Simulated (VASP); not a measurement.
Computed with PW91 GGA, VASP's PBE PAW potentials (set 64) (plane waves; VASP).

The input files of a VASP run:

**POSCAR**
```
WS2
1
    1.6135352652    -2.7947250360     0.0000000000
    1.6135352652     2.7947250360     0.0000000000
    0.0000000000     0.0000000000    14.8121643117
W S
2 4
Direct
  0.3333330000   0.6666670000   0.2500000000
  0.6666670000   0.3333330000   0.7500000000
  0.3333330000   0.6666670000   0.8571027485
  0.6666670000   0.3333330000   0.3571027485
  0.6666670000   0.3333330000   0.1428972515
  0.3333330000   0.6666670000   0.6428972515
```

**INCAR**
```
GGA=91
PREC=Accurate
SIGMA=0.05
NSW=30   # most ionic steps
ENCUT=520   # plane-wave cut-off (eV)
LMAXMIX=6   # l cut-off of mixed one-centre charges
IBRION=2
EDIFF=1E-7
LASPH=.True.
ISIF=4   # ions and shape, fixed volume
SYSTEM=WS2
NELM=100
LWAVE=.False.
ALGO=Normal   # blocked Davidson
EDIFFG=-0.01   # ionic stop
LREAL=.False.   # projection in real space or not
ISMEAR=0
LCHARG=.False.
```

### KPOINTS
```
Automatic
0
Gamma
8 8 2
```

POTCAR, in this order: W_sv S (PBE.64 set). Program: vasp_std.

Output of the run:

### OUTCAR
```
 ion  position               nearest neighbor table
   1  0.333  0.667  0.250-   4 2.45   5 2.45   4 2.45   5 2.45   4 2.45   5 2.45
   2  0.667  0.333  0.750-   3 2.45   6 2.45   3 2.45   6 2.45   3 2.45   6 2.45
   3  0.333  0.667  0.857-   2 2.45   2 2.45   2 2.45
   4  0.667  0.333  0.357-   1 2.45   1 2.45   1 2.45
   5  0.667  0.333  0.143-   1 2.45   1 2.45   1 2.45
   6  0.333  0.667  0.643-   2 2.45   2 2.45   2 2.45
  LATTYP: Found a hexagonal cell.
 ALAT       =     3.2270705104
 C/A-ratio  =     4.5899723183
 Subroutine PRICEL returns:
 Original cell was already a primitive cell.
 Subroutine GETGRP returns: Found 24 space group operations
The static configuration has the point symmetry D_3d.
 The point group associated with its full space group is D_6h.
The dynamic configuration has the point symmetry D_3d.
 Subroutine INISYM returns: Found 24 space group operations
 Subroutine IBZKPT returns following result:
 Found     20 irreducible k-points:

 Following reciprocal coordinates:
            Coordinates               Weight
  0.000000  0.000000  0.000000      1.000000
  0.125000 -0.000000  0.000000      6.000000
  0.250000 -0.000000  0.000000      6.000000
  0.375000 -0.000000  0.000000      6.000000
  0.500000 -0.000000  0.000000      3.000000
  0.125000  0.125000  0.000000      6.000000
  0.250000  0.125000  0.000000     12.000000
  0.375000  0.125000  0.000000     12.000000
  0.250000  0.250000  0.000000      6.000000
  0.375000  0.250000  0.000000      6.000000
  0.000000  0.000000  0.500000      1.000000
  0.125000 -0.000000  0.500000      6.000000
  0.250000 -0.000000  0.500000      6.000000
  0.375000 -0.000000  0.500000      6.000000
  0.500000 -0.000000  0.500000      3.000000
  0.125000  0.125000  0.500000      6.000000
  0.250000  0.125000  0.500000     12.000000
  0.375000  0.125000  0.500000     12.000000
...
```

### OSZICAR
```
       N       E                     dE             d eps       ncg     rms          rms(c)
DAV:   1     0.515364700907E+03    0.51536E+03   -0.28688E+04  1408   0.161E+03
DAV:   2    -0.169650947770E+02   -0.53233E+03   -0.52007E+03  1518   0.420E+02
DAV:   3    -0.495105131708E+02   -0.32545E+02   -0.32158E+02  1588   0.975E+01
DAV:   4    -0.504002073902E+02   -0.88969E+00   -0.88705E+00  1560   0.169E+01
DAV:   5    -0.504303006382E+02   -0.30093E-01   -0.30084E-01  1620   0.305E+00    0.347E+01
DAV:   6    -0.476310044187E+02    0.27993E+01   -0.19056E+01  1415   0.242E+01    0.154E+01
DAV:   7    -0.473371494317E+02    0.29385E+00   -0.44629E+00  1469   0.991E+00    0.636E+00
DAV:   8    -0.472098509748E+02    0.12730E+00   -0.60466E-01  1682   0.463E+00    0.174E+00
DAV:   9    -0.472121961823E+02   -0.23452E-02   -0.70309E-02  1669   0.130E+00    0.914E-01
DAV:  10    -0.472109918630E+02    0.12043E-02   -0.34468E-02  1629   0.114E+00    0.326E-01
DAV:  11    -0.472104204573E+02    0.57141E-03   -0.60671E-03  1587   0.468E-01    0.123E-01
DAV:  12    -0.472104267985E+02   -0.63413E-05   -0.28929E-04  1604   0.931E-02    0.661E-02
DAV:  13    -0.472104854820E+02   -0.58683E-04   -0.18201E-04  1660   0.695E-02    0.202E-02
DAV:  14    -0.472104938826E+02   -0.84006E-05   -0.13357E-05  1553   0.215E-02    0.106E-02
DAV:  15    -0.472104957610E+02   -0.18784E-05   -0.25565E-06  1346   0.864E-03    0.521E-03
DAV:  16    -0.472104959176E+02   -0.15658E-06   -0.12253E-06  1505   0.671E-03    0.130E-03
DAV:  17    -0.472104960781E+02   -0.16044E-06   -0.79820E-08  1042   0.186E-03    0.802E-04
DAV:  18    -0.472104960282E+02    0.49861E-07   -0.76625E-09  1033   0.601E-04
   1 F= -.47210496E+02 E0= -.47210496E+02  d E =-.472105E+02
       N       E                     dE             d eps       ncg     rms          rms(c)
DAV:   1    -0.472249228668E+02   -0.14427E-01   -0.24222E+00  1275   0.603E+00    0.163E+00
DAV:   2    -0.472352746497E+02   -0.10352E-01   -0.12728E-01  1535   0.156E+00    0.588E-01
DAV:   3    -0.472348656405E+02    0.40901E-03   -0.26373E-03  1516   0.295E-01    0.431E-01
DAV:   4    -0.472348506219E+02    0.15019E-04   -0.19794E-03  1566   0.219E-01    0.143E-01
DAV:   5    -0.472347429596E+02    0.10766E-03   -0.47698E-04  1505   0.120E-01    0.689E-02
DAV:   6    -0.472347390782E+02    0.38814E-05   -0.35812E-05  1650   0.266E-02    0.369E-02
DAV:   7    -0.472347382276E+02    0.85055E-06   -0.74321E-06  1574   0.128E-02    0.190E-02
DAV:   8    -0.472347383171E+02   -0.89504E-07   -0.11638E-06  1402   0.532E-03    0.440E-03
DAV:   9    -0.472347383909E+02   -0.73838E-07   -0.32680E-07  1254   0.294E-03
   2 F= -.47234738E+02 E0= -.47234738E+02  d E =-.242424E-01
       N       E                     dE             d eps       ncg     rms          rms(c)
DAV:   1    -0.472348065828E+02   -0.68266E-04   -0.13659E-02  1359   0.455E-01    0.112E-01
DAV:   2    -0.472348652780E+02   -0.58695E-04   -0.70167E-04  1542   0.116E-01    0.448E-02
DAV:   3    -0.472348636803E+02    0.15977E-05   -0.15307E-05  1507   0.226E-02    0.315E-02
DAV:   4    -0.472348648105E+02   -0.11303E-05   -0.10204E-05  1612   0.161E-02    0.103E-02
DAV:   5    -0.472348640352E+02    0.77536E-06   -0.24528E-06  1519   0.867E-03    0.494E-03
DAV:   6    -0.472348640113E+02    0.23887E-07   -0.17760E-07  1068   0.206E-03
   3 F= -.47234864E+02 E0= -.47234864E+02  d E =-.243680E-01
       N       E                     dE             d eps       ncg     rms          rms(c)
DAV:   1    -0.473102927161E+02   -0.75429E-01   -0.32688E+00  1240   0.114E+01    0.215E+00
DAV:   2    -0.472637215849E+02    0.46571E-01   -0.27734E-01  1344   0.314E+00    0.949E-01
DAV:   3    -0.472552273580E+02    0.84942E-02   -0.16526E-02  1519   0.781E-01    0.492E-01
DAV:   4    -0.472502681264E+02    0.49592E-02   -0.20751E-02  1458   0.699E-01    0.263E-01
DAV:   5    -0.472500913298E+02    0.17680E-03   -0.10825E-03  1549   0.203E-01    0.156E-01
DAV:   6    -0.472499818618E+02    0.10947E-03   -0.44099E-04  1582   0.103E-01    0.946E-02
DAV:   7    -0.472499882583E+02   -0.63965E-05   -0.11289E-04  1529   0.544E-02    0.510E-02
DAV:   8    -0.472500032426E+02   -0.14984E-04   -0.58550E-05  1608   0.334E-02    0.395E-02
DAV:   9    -0.472500057355E+02   -0.24929E-05   -0.86283E-06  1676   0.182E-02    0.141E-02
DAV:  10    -0.472500069528E+02   -0.12173E-05   -0.19912E-06  1234   0.853E-03    0.409E-03
DAV:  11    -0.472500069413E+02    0.11502E-07   -0.99167E-08  1046   0.192E-03
   4 F= -.47250007E+02 E0= -.47250007E+02  d E =-.151429E-01
       N       E                     dE             d eps       ncg     rms          rms(c)
DAV:   1    -0.473155601754E+02   -0.65553E-01   -0.32747E+00  1240   0.114E+01    0.217E+00
DAV:   2    -0.472687444241E+02    0.46816E-01   -0.28114E-01  1344   0.316E+00    0.956E-01
DAV:   3    -0.472602456142E+02    0.84988E-02   -0.16592E-02  1511   0.789E-01    0.493E-01
DAV:   4    -0.472551951500E+02    0.50505E-02   -0.21042E-02  1451   0.706E-01    0.270E-01
DAV:   5    -0.472550167437E+02    0.17841E-03   -0.10917E-03  1528   0.204E-01    0.161E-01
DAV:   6    -0.472548989683E+02    0.11778E-03   -0.44222E-04  1566   0.104E-01    0.979E-02
DAV:   7    -0.472548978207E+02    0.11476E-05   -0.12079E-04  1538   0.561E-02    0.546E-02
DAV:   8    -0.472549118913E+02   -0.14071E-04   -0.58575E-05  1650   0.341E-02    0.406E-02
DAV:   9    -0.472549143230E+02   -0.24317E-05   -0.97325E-06  1642   0.195E-02    0.136E-02
DAV:  10    -0.472549153929E+02   -0.10699E-05   -0.17816E-06  1283   0.823E-03    0.449E-03
DAV:  11    -0.472549153820E+02    0.10848E-07   -0.12683E-07  1032   0.232E-03
   5 F= -.47254915E+02 E0= -.47254915E+02  d E =-.200514E-01
       N       E                     dE             d eps       ncg     rms          rms(c)
DAV:   1    -0.472550105309E+02   -0.95138E-04   -0.51891E-03  1276   0.455E-01    0.822E-02
DAV:   2    -0.472549358438E+02    0.74687E-04   -0.43889E-04  1386   0.124E-01    0.367E-02
DAV:   3    -0.472549219910E+02    0.13853E-04   -0.25861E-05  1504   0.310E-02    0.183E-02
DAV:   4    -0.472549136956E+02    0.82954E-05   -0.28989E-05  1486   0.263E-02    0.961E-03
DAV:   5    -0.472549134823E+02    0.21329E-06   -0.18107E-06  1559   0.832E-03    0.497E-03
DAV:   6    -0.472549133867E+02    0.95664E-07   -0.53622E-07  1485   0.367E-03
   6 F= -.47254913E+02 E0= -.47254913E+02  d E =-.200494E-01
       N       E                     dE             d eps       ncg     rms          rms(c)
DAV:   1    -0.472548919215E+02    0.21561E-04   -0.90674E-03  1296   0.397E-01    0.934E-02
DAV:   2    -0.472549265518E+02   -0.34630E-04   -0.49778E-04  1521   0.983E-02    0.375E-02
DAV:   3    -0.472549228311E+02    0.37207E-05   -0.16665E-05  1491   0.244E-02    0.272E-02
DAV:   4    -0.472549215921E+02    0.12390E-05   -0.92875E-06  1648   0.163E-02    0.702E-03
DAV:   5    -0.472549211767E+02    0.41531E-06   -0.24892E-06  1497   0.874E-03    0.244E-03
DAV:   6    -0.472549211721E+02    0.46139E-08   -0.27898E-07  1193   0.253E-03
   7 F= -.47254921E+02 E0= -.47254921E+02  d E =-.778545E-05
       N       E                     dE             d eps       ncg     rms          rms(c)
DAV:   1    -0.472549316384E+02   -0.10462E-04   -0.19419E-03  1282   0.184E-01    0.430E-02
DAV:   2    -0.472549401316E+02   -0.84932E-05   -0.10663E-04  1515   0.454E-02    0.172E-02
DAV:   3    -0.472549397246E+02    0.40696E-06   -0.36838E-06  1519   0.114E-02    0.126E-02
DAV:   4    -0.472549399647E+02   -0.24011E-06   -0.19961E-06  1482   0.758E-03    0.329E-03
DAV:   5    -0.472549399093E+02    0.55439E-07   -0.55757E-07  1245   0.431E-03
   8 F= -.47254940E+02 E0= -.47254940E+02  d E =-.265226E-04
```

**OUTCAR**
```
------------------------ aborting loop because EDIFF is reached ----------------------------------------
  FORCE on cell =-STRESS in cart. coord.  units (eV):
  Direction    XX          YY          ZZ          XY          YZ          ZX
  --------------------------------------------------------------------------------------
  Total       -0.0544091     -0.0544091     -0.0315840      0.0000000      0.0000000      0.0000000
  in kB       -0.6525531     -0.6525531     -0.3788019      0.0000000      0.0000000      0.0000000
  external PRESSURE =      -0.5613027 kB  Pullay stress =       0.0000000 kB
  volume of cell :      133.59
      direct lattice vectors                 reciprocal lattice vectors
     1.597717585 -2.767328013 -0.000000000     0.312946421 -0.180679702  0.000000000
     1.597717585  2.767328013  0.000000000     0.312946421  0.180679702  0.000000000
    -0.000000000  0.000000000 15.106902064     0.000000000 -0.000000000  0.066194909
 POSITION                                       TOTAL-FORCE (eV/Angst)
 -----------------------------------------------------------------------------------
      1.59772      0.92244      3.77673        -0.000000     -0.000000      0.000000
      1.59772     -0.92244     11.33018         0.000000      0.000000      0.000000
      1.59772      0.92244     12.90174         0.000000     -0.000000      0.000458
      1.59772     -0.92244      5.34829        -0.000000      0.000000      0.000458
      1.59772     -0.92244      2.20516        -0.000000      0.000000     -0.000458
      1.59772      0.92244      9.75861         0.000000     -0.000000     -0.000458
 -----------------------------------------------------------------------------------
    total drift:                               -0.000000      0.001246     -0.000033
  FREE ENERGIE OF THE ION-ELECTRON SYSTEM (eV)
  ---------------------------------------------------
  free  energy   TOTEN  =       -47.2549399093 eV

  energy  without entropy=      -47.2549399093  energy(sigma->0) =      -47.25493991

 reached required accuracy - stopping structural energy minimisation
```
(Selected blocks of OUTCAR.)

**CONTCAR**
```
WS2
   1.00000000000000
     1.5977175845896892   -2.7673280132909990   -0.0000000000000000
     1.5977175845896892    2.7673280132909990    0.0000000000000000
    -0.0000000000000000    0.0000000000000000   15.1069020639266736
  W               S
     2     4
Direct
     0.3333330000000032    0.6666669999999968    0.2500000000000000
     0.6666669999999968    0.3333330000000032    0.7500000000000000
     0.3333330000000032    0.6666669999999968    0.8540297535311127
     0.6666669999999968    0.3333330000000032    0.3540297535311125
     0.6666669999999968    0.3333330000000032    0.1459702464688875
     0.3333330000000032    0.6666669999999968    0.6459702464688873
```

Without a dispersion term in the relaxation, distances and binding between the weakly bound layers, chains or molecules are unreliable, and so is what depends on them.

The compound is WS2 in the 2H layered structure. This cell is one point of a volume scan, at 1.03 of the reference volume. Symmetry was kept, so distortions that lower it aren't found.
